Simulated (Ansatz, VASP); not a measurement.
# Cross-check of AlN between VASP and Ansatz

Aim: how closely do two programs agree when they are given the same cell, functional and k mesh? The cell is taken from a series of runs on this material, whose earlier steps may have relaxed, scaled, displaced or heated it; both programs get it as it stands.

Method: plane waves, with VASP 6.6.1 beside it; LDA, in Ansatz 0.2.0.

### 1. The starting structure

Symmetry: P6_3mc, No. 186, hexagonal system. The conventional cell has a = 3.089 Å, b = 3.089 Å, c = 4.943 Å, α = 90.00°, β = 90.00°, γ = 120.00°. Nearest to N lie 4 Al at 1.88 to 1.89 Å. Nearest to Al lie 4 N at 1.88 to 1.89 Å. Farther neighbours and most contacts between anions are not listed.

Coordinates:

```xyz
4
Lattice="3.0886 0.0000 0.0000 -1.5443 2.6748 0.0000 0.0000 0.0000 4.9432" Properties=species:S:1:pos:R:3 pbc="T T T"
N     0.0000    1.7832    1.8833
N     1.5443    0.8916    4.3549
Al    0.0000    1.7832    4.9383
Al    1.5443    0.8916    2.4667
```

### 2. VASP: zone-centre phonons, LDA

Second derivatives magnify differences that forces hide, and they need a tight electronic threshold.

Lines of VASP's logs that name or quote its potential files are left out, and so is its time.

File INCAR:

```
SYSTEM = AlN
PREC = Accurate
ENCUT = 600
EDIFF = 1E-08
NELM = 120
ISMEAR = -1
SIGMA = 0.03
LREAL = .FALSE.
ALGO = Normal
GGA = PW92
NELECT = 16.008168
NBANDS = 14
LORBIT = 11
LWAVE = .FALSE.
LCHARG = .FALSE.
ISIF = 2
IBRION = 8
LASPH = .TRUE.
GGA_COMPAT = .FALSE.
KPAR = 2
```

File POSCAR:

```
AlN
1.0
    3.0886224674      0.0000000000      0.0000000000
   -1.5443112337      2.6748255195      0.0000000000
    0.0000000000      0.0000000000      4.9431753232
N Al
2 2
Direct
    0.3333333334      0.6666666668      0.3809902453
    0.6666666668      0.3333333334      0.8809902453
    0.3333333334      0.6666666668      0.9990097547
    0.6666666668      0.3333333334      0.4990097547
```

File KPOINTS:

```
Automatic mesh
0
Gamma
21 21 12
0 0 0
```

The projector-augmented-wave data sets are N and Al (LDA family, release 64).

Launch:

```console
mpirun -np 2 vasp_std
```

Numbers of over 12 decimals in the logs are rounded to 6 here.

The program printed:

```text
[banner, memory and clock lines left out]
running    2 mpi-ranks, on    1 nodes
 distrk:  each k-point on    1 cores,    2 groups
 distr:  one band on    1 cores,    1 groups

 POSCAR found type information on POSCAR N Al
 POSCAR found :  2 types and       4 ions
|                                                                             |
|               ----> ADVICE to this user running VASP <----                  |
|                                                                             |
|     You enforced a specific xc type in the INCAR file but a different       |
|     [... a line on the potential file left out ...]
|     I HOPE YOU KNOW WHAT YOU ARE DOING!                                     |
|                                                                             |

 LDA part: xc-table for (Slater(with rela. corr.)+PW92), standard interpolation
 POSCAR, INCAR and KPOINTS ok, starting setup
 FFT: planning ... GRIDC
 FFT: planning ... GRID_SOFT
 FFT: planning ... GRID
 WAVECAR not read
 entering main loop
       N       E                     dE             d eps       ncg     rms          rms(c)
DAV:   1     0.492778965523E+02    0.49278E+02   -0.82336E+03  9408   0.115E+03
DAV:   2    -0.340334014981E+02   -0.83311E+02   -0.76512E+02 13084   0.207E+02
DAV:   3    -0.379339746390E+02   -0.39006E+01   -0.38832E+01 12642   0.463E+01
DAV:   4    -0.379574983503E+02   -0.23524E-01   -0.23520E-01 10506   0.439E+00
DAV:   5    -0.379577333947E+02   -0.23504E-03   -0.23503E-03 12546   0.429E-01BRMIX: very serious problems
 the old and the new charge density differ
 old charge density:    16.00000 new   16.00817
BRMIX: very serious problems
 the old and the new charge density differ
 old charge density:    16.00000 new   16.00817
    0.124E+01
DAV:   6    -0.328798133990E+02    0.50779E+01   -0.14289E+01 11106   0.277E+01    0.444E+00
DAV:   7    -0.328348495459E+02    0.44964E-01   -0.70531E-01 11760   0.553E+00    0.281E+00
DAV:   8    -0.327796376701E+02    0.55212E-01   -0.83312E-02 10938   0.259E+00    0.394E-01
DAV:   9    -0.327747818677E+02    0.48558E-02   -0.11705E-02 12582   0.770E-01    0.215E-01
DAV:  10    -0.327749498521E+02   -0.16798E-03   -0.79632E-04 10782   0.200E-01    0.104E-01
DAV:  11    -0.327748995335E+02    0.50319E-04   -0.10216E-04 12126   0.817E-02    0.197E-02
DAV:  12    -0.327748990445E+02    0.48899E-06   -0.20404E-06 11790   0.116E-02    0.474E-03
DAV:  13    -0.327748988744E+02    0.17010E-06   -0.89098E-07 12384   0.715E-03    0.932E-04
DAV:  14    -0.327748988759E+02   -0.14853E-08   -0.15906E-08 10420   0.109E-03
   1 F= -.32774899E+02 E0= -.32774857E+02  d E =-.830309E-04
 Linear response reoptimize wavefunctions to high precision
DAV:   1    -0.327748988736E+02    0.22468E-08   -0.62605E-09 12258   0.625E-04
DAV:   2    -0.327748988737E+02   -0.12506E-10   -0.70883E-11  6690   0.754E-05
 Linear response DOF=           4
 Linear response progress:
  Degree of freedom:   1/  4
       N       E                     dE             d eps       ncg     rms          rms(c)
RMM:   1    -0.234253154006E+00   -0.23425E+00    0.19805E-01146123   0.326E+00
RMM:   2    -0.233546163760E+00    0.70699E-03   -0.36268E-03119202   0.430E-01    0.186E-01
RMM:   3    -0.234299019155E+00   -0.75286E-03   -0.98479E-04113096   0.202E-01    0.914E-02
RMM:   4    -0.236108649523E+00   -0.18096E-02   -0.96999E-04118241   0.186E-01    0.210E-02
RMM:   5    -0.236065241064E+00    0.43408E-04   -0.26995E-05135021   0.346E-02    0.235E-03
RMM:   6    -0.236104196458E+00   -0.38955E-04   -0.46419E-07137913   0.435E-03    0.976E-04
RMM:   7    -0.236106296024E+00   -0.20996E-05   -0.22621E-08141008   0.850E-04    0.842E-05
RMM:   8    -0.236105820523E+00    0.47550E-06    0.12580E-07143679   0.112E-04    0.362E-05
RMM:   9    -0.236105800850E+00    0.19673E-07    0.94876E-09143397   0.483E-05    0.284E-06
RMM:  10    -0.236105846274E+00   -0.45424E-07    0.53804E-09144221   0.256E-05    0.141E-06
RMM:  11    -0.236105839950E+00    0.63242E-08    0.54028E-09123467   0.212E-05    0.178E-07
 first order change of Fermi-energy  -0.60548E-05
 force on displaced ion       1 direction 1 : -16.592   0.000  -0.000
 Linear response progress:
  Degree of freedom:   2/  4
       N       E                     dE             d eps       ncg     rms          rms(c)
RMM:   1    -0.251446529923E+00   -0.25145E+00    0.20684E-01 28582   0.326E+00
RMM:   2    -0.249277143575E+00    0.21694E-02   -0.35336E-03 23373   0.439E-01    0.190E-01
RMM:   3    -0.249403535233E+00   -0.12639E-03   -0.20295E-03 23581   0.246E-01    0.859E-02
RMM:   4    -0.250645191743E+00   -0.12417E-02   -0.94595E-04 25080   0.158E-01    0.226E-02
RMM:   5    -0.250809543018E+00   -0.16435E-03   -0.26316E-05 25898   0.294E-02    0.661E-03
RMM:   6    -0.250884998620E+00   -0.75456E-04   -0.21961E-06 27227   0.621E-03    0.221E-03
RMM:   7    -0.250879546559E+00    0.54521E-05   -0.47380E-09 27023   0.220E-03    0.416E-04
RMM:   8    -0.250879702370E+00   -0.15581E-06    0.49010E-08 27697   0.256E-04    0.214E-04
RMM:   9    -0.250879912815E+00   -0.21045E-06   -0.57759E-09 27884   0.115E-04    0.166E-05
RMM:  10    -0.250879898354E+00    0.14461E-07   -0.36317E-08 27889   0.366E-05    0.991E-06
RMM:  11    -0.250879942964E+00   -0.44610E-07   -0.33950E-08 28028   0.246E-05    0.160E-06
RMM:  12    -0.250879932577E+00    0.10387E-07   -0.34574E-08 24614   0.190E-05    0.871E-07
RMM:  13    -0.250879933041E+00   -0.46434E-09   -0.35529E-08 20798   0.178E-05    0.958E-08
 first order change of Fermi-energy   0.11067E+00
 force on displaced ion       1 direction 3 :   0.000  -0.000 -20.436
 Linear response progress:
  Degree of freedom:   3/  4
       N       E                     dE             d eps       ncg     rms          rms(c)
RMM:   1    -0.653998821156E-02   -0.65400E-02    0.22267E-03177169   0.781E-01
RMM:   2    -0.591024451595E-02    0.62974E-03   -0.32413E-04123446   0.139E-01    0.918E-02
RMM:   3    -0.579433973374E-02    0.11590E-03   -0.66659E-05130426   0.592E-02    0.493E-02
RMM:   4    -0.580721693074E-02   -0.12877E-04   -0.58544E-05127138   0.555E-02    0.800E-03
RMM:   5    -0.580535496316E-02    0.18620E-05   -0.13966E-06134772   0.862E-03    0.897E-04
RMM:   6    -0.580509200393E-02    0.26296E-06   -0.33756E-08136906   0.905E-04    0.397E-04
RMM:   7    -0.580394741402E-02    0.11446E-05   -0.92684E-08139687   0.491E-04    0.281E-05
RMM:   8    -0.580399105890E-02   -0.43645E-07   -0.42640E-08142464   0.668E-05    0.165E-05
RMM:   9    -0.580397473118E-02    0.16328E-07   -0.75206E-09142569   0.199E-05    0.156E-06
RMM:  10    -0.580397327398E-02    0.14572E-08   -0.29956E-09135123   0.697E-06    0.662E-07
 first order change of Fermi-energy  -0.11248E-05
 force on displaced ion       3 direction 1 : -16.519   0.000   0.000
 Linear response progress:
  Degree of freedom:   4/  4
       N       E                     dE             d eps       ncg     rms          rms(c)
RMM:   1    -0.204212445114E-01   -0.20421E-01   -0.64643E-03 41677   0.130E+00
RMM:   2    -0.118666703471E-01    0.85546E-02   -0.26317E-03 23658   0.367E-01    0.120E-01
RMM:   3    -0.114316036967E-01    0.43507E-03   -0.62742E-04 24635   0.153E-01    0.519E-02
RMM:   4    -0.113429133140E-01    0.88690E-04   -0.65852E-05 26241   0.394E-02    0.275E-02
RMM:   5    -0.113119212646E-01    0.30992E-04   -0.35870E-05 26607   0.345E-02    0.581E-03
RMM:   6    -0.113060935690E-01    0.58277E-05    0.53942E-06 26835   0.906E-03    0.155E-03
RMM:   7    -0.113060789599E-01    0.14609E-07    0.44232E-06 27007   0.219E-03    0.547E-04
RMM:   8    -0.113068357305E-01   -0.75677E-06    0.12393E-06 27382   0.987E-04    0.149E-04
RMM:   9    -0.113070439120E-01   -0.20818E-06   -0.12929E-07 27746   0.205E-04    0.231E-05
RMM:  10    -0.113070483470E-01   -0.44350E-08    0.16547E-08 28051   0.353E-05    0.100E-05
 first order change of Fermi-energy  -0.11073E+00
 force on displaced ion       3 direction 3 :  -0.000   0.000 -21.822
 Linear response finished
```

OUTCAR, selected parts (step 2):

```text
NELECT = 16.008168

 ion  position               nearest neighbor table
   1  0.333  0.667  0.381-   4 1.88   4 1.88   4 1.88   3 1.89
   2  0.667  0.333  0.881-   3 1.88   3 1.88   3 1.88   4 1.89
   3  0.333  0.667  0.999-   2 1.88   2 1.88   2 1.88   1 1.89   4 3.05   4 3.05   4 3.05   4 3.05
                             4 3.05   4 3.05
   4  0.667  0.333  0.499-   1 1.88   1 1.88   1 1.88   2 1.89   3 3.05   3 3.05   3 3.05   3 3.05
                             3 3.05   3 3.05

  LATTYP: Found a hexagonal cell.
 ALAT       =     3.0886224674
 C/A-ratio  =     1.6004465989

 Subroutine GETGRP returns: Found 12 space group operations
 (whereof  6 operations were pure point group operations)

The static configuration has the point symmetry C_3v.
 The point group associated with its full space group is C_6v.

 Found    336 irreducible k-points:

   k-points           NKPTS =    336   k-points in BZ     NKDIM =    336   number of bands    NBANDS=     14

   dimension x,y,z NGX =    28 NGY =   28 NGZ =   40
   dimension x,y,z NGXF=    56 NGYF=   56 NGZF=   80

   ENCUT  =  600.0 eV  44.10 Ry    6.64 a.u.   6.17  6.17  9.87*2*pi/ulx,y,z

 k-points in reciprocal lattice and weights: Automatic mesh
   0.00000000  0.00000000  0.00000000       0.000
   0.04761905  0.00000000  0.00000000       0.001
   0.09523810  0.00000000  0.00000000       0.001
   0.14285714  0.00000000  0.00000000       0.001
   0.19047619  0.00000000  0.00000000       0.001
   0.23809524 -0.00000000  0.00000000       0.001
   0.28571429 -0.00000000  0.00000000       0.001
   0.33333333  0.00000000  0.00000000       0.001
   0.38095238  0.00000000  0.00000000       0.001
[...]
0.33333333  0.28571429  0.50000000       0.002
   0.33333333  0.33333333  0.50000000       0.000

 average (electrostatic) potential at core
       1 -59.6557       2 -59.6557       3 -69.6610       4 -69.6610

  Total        0.2406276      0.2406276      0.2447593      0.0000000      0.0000000      0.0000000
  in kB        9.4403837      9.4403837      9.6024811      0.0000000      0.0000000      0.0000000
  external PRESSURE =       9.4944162 kB  Pullay stress =       0.0000000 kB

  energy-cutoff  :      600.00
  volume of cell :       40.84
      direct lattice vectors                 reciprocal lattice vectors
     3.088622467  0.000000000  0.000000000     0.323768933  0.186928080  0.000000000
    -1.544311234  2.674825520  0.000000000     0.000000000  0.373856161  0.000000000
     0.000000000  0.000000000  4.943175323     0.000000000  0.000000000  0.202299116

 POSITION                                       TOTAL-FORCE (eV/Angst)
 -----------------------------------------------------------------------------------
      0.00000      1.78322      1.88330         0.000000      0.000000     -0.000747
      1.54431      0.89161      4.35489        -0.000000     -0.000000     -0.000747
      0.00000      1.78322      4.93828        -0.000000     -0.000000      0.000747
      1.54431      0.89161      2.46669        -0.000000     -0.000000      0.000747
 -----------------------------------------------------------------------------------
    total drift:                                0.000000     -0.000000     -0.000716

 Eigenvectors and eigenvalues of the dynamical matrix
 ----------------------------------------------------

   1 f  =   21.954625 THz   137.944976 2PiTHz  732.327458 cm-1    90.796992 meV
             X         Y         Z           dx          dy          dz
      0.000000  1.783217  1.883302    -0.000000   -0.000000    0.706998
      1.544311  0.891609  4.354889    -0.000000   -0.000000   -0.706998
      0.000000  1.783217  4.938280     0.000000    0.000000   -0.012394
      1.544311  0.891609  2.466693     0.000000    0.000000    0.012394

   2 f  =   20.497714 THz   128.790933 2PiTHz  683.730129 cm-1    84.771694 meV
             X         Y         Z           dx          dy          dz
      0.000000  1.783217  1.883302     0.000003    0.573761    0.000000
      1.544311  0.891609  4.354889     0.000003    0.573761   -0.000000
      0.000000  1.783217  4.938280    -0.000002   -0.413277   -0.000000
      1.544311  0.891609  2.466693    -0.000002   -0.413277    0.000000

   3 f  =   20.497714 THz   128.790933 2PiTHz  683.730129 cm-1    84.771694 meV
             X         Y         Z           dx          dy          dz
      0.000000  1.783217  1.883302    -0.573761    0.000003   -0.000000
      1.544311  0.891609  4.354889    -0.573761    0.000003   -0.000000
      0.000000  1.783217  4.938280     0.413277   -0.000002    0.000000
      1.544311  0.891609  2.466693     0.413277   -0.000002    0.000000

   4 f  =   20.175622 THz   126.767173 2PiTHz  672.986316 cm-1    83.439631 meV
             X         Y         Z           dx          dy          dz
      0.000000  1.783217  1.883302    -0.000001   -0.594334   -0.000000
      1.544311  0.891609  4.354889     0.000001    0.594334    0.000000
      0.000000  1.783217  4.938280    -0.000001   -0.383102   -0.000000
      1.544311  0.891609  2.466693     0.000001    0.383102   -0.000000

   5 f  =   20.175622 THz   126.767173 2PiTHz  672.986316 cm-1    83.439631 meV
             X         Y         Z           dx          dy          dz
      0.000000  1.783217  1.883302    -0.594334    0.000001   -0.000000
      1.544311  0.891609  4.354889     0.594334   -0.000001   -0.000000
      0.000000  1.783217  4.938280    -0.383102    0.000001    0.000000
      1.544311  0.891609  2.466693     0.383102   -0.000001    0.000000

   6 f  =   18.753713 THz   117.833053 2PiTHz  625.556528 cm-1    77.559090 meV
             X         Y         Z           dx          dy          dz
      0.000000  1.783217  1.883302    -0.000000    0.000000    0.573701
      1.544311  0.891609  4.354889     0.000000   -0.000000    0.573701
      0.000000  1.783217  4.938280     0.000000   -0.000000   -0.413361
      1.544311  0.891609  2.466693     0.000000   -0.000000   -0.413361

   7 f  =   16.585584 THz   104.210296 2PiTHz  553.235522 cm-1    68.592432 meV
             X         Y         Z           dx          dy          dz
      0.000000  1.783217  1.883302     0.000000    0.000000    0.012394
      1.544311  0.891609  4.354889    -0.000000   -0.000000   -0.012394
      0.000000  1.783217  4.938280    -0.000000    0.000000    0.706998
      1.544311  0.891609  2.466693     0.000000    0.000000   -0.706998

   8 f  =    7.164200 THz    45.013995 2PiTHz  238.971981 cm-1    29.628736 meV
             X         Y         Z           dx          dy          dz
      0.000000  1.783217  1.883302    -0.000002   -0.383102    0.000000
      1.544311  0.891609  4.354889     0.000002    0.383102   -0.000000
      0.000000  1.783217  4.938280     0.000004    0.594334   -0.000000
      1.544311  0.891609  2.466693    -0.000004   -0.594334   -0.000000

   9 f  =    7.164200 THz    45.013995 2PiTHz  238.971981 cm-1    29.628736 meV
             X         Y         Z           dx          dy          dz
      0.000000  1.783217  1.883302     0.383102   -0.000002    0.000000
      1.544311  0.891609  4.354889    -0.383102    0.000002    0.000000
      0.000000  1.783217  4.938280    -0.594334    0.000004    0.000000
      1.544311  0.891609  2.466693     0.594334   -0.000004    0.000000

  10 f/i=    0.000899 THz     0.005646 2PiTHz    0.029975 cm-1     0.003716 meV
             X         Y         Z           dx          dy          dz
      0.000000  1.783217  1.883302     0.001168   -0.413276   -0.000000
      1.544311  0.891609  4.354889     0.001168   -0.413276   -0.000000
      0.000000  1.783217  4.938280     0.001622   -0.573759   -0.000000
      1.544311  0.891609  2.466693     0.001622   -0.573759   -0.000000

  11 f/i=    0.000899 THz     0.005646 2PiTHz    0.029975 cm-1     0.003716 meV
             X         Y         Z           dx          dy          dz
      0.000000  1.783217  1.883302     0.413276    0.001168    0.000000
      1.544311  0.891609  4.354889     0.413276    0.001168    0.000000
      0.000000  1.783217  4.938280     0.573759    0.001622    0.000000
      1.544311  0.891609  2.466693     0.573759    0.001622    0.000000

  12 f/i=    0.001929 THz     0.012118 2PiTHz    0.064333 cm-1     0.007976 meV
             X         Y         Z           dx          dy          dz
      0.000000  1.783217  1.883302    -0.000000   -0.000000    0.413361
      1.544311  0.891609  4.354889    -0.000000   -0.000000    0.413361
      0.000000  1.783217  4.938280    -0.000000   -0.000000    0.573701
      1.544311  0.891609  2.466693    -0.000000   -0.000000    0.573701

 ELASTIC MODULI CONTR FROM IONIC RELAXATION (kBar)
 Direction    XX          YY          ZZ          XY          YZ          ZX
 --------------------------------------------------------------------------------
 XX        -784.8196    363.2332    465.6361      0.0000     -0.0000     -0.0000
 YY         363.2332   -784.8196    465.6361     -0.0000      0.0000      0.0000
 ZZ         465.6361    465.6361  -1028.5764      0.0000      0.0000     -0.0000
 XY           0.0000     -0.0000      0.0000   -574.0264     -0.0000     -0.0000
 YZ          -0.0000      0.0000      0.0000     -0.0000   -147.3492      0.0000
 ZX          -0.0000      0.0000     -0.0000      0.0000      0.0000   -156.0979
 --------------------------------------------------------------------------------
```

The cell is charged against a uniform background.

[end of part 1 of 2]

[Lines on the potential files, build, host, timing and source positions are cut from VASP's logs without a mark.]

[Logs are printed without paths, hosts, clocks, repeated set-up lines and the standing remarks that a program may print on its own settings, such as how far it seeks lower states.]

[Hosts, paths, dates, database ids (printed as entryN), source tags and the programs' standing remarks are cut or masked in the printed files.]
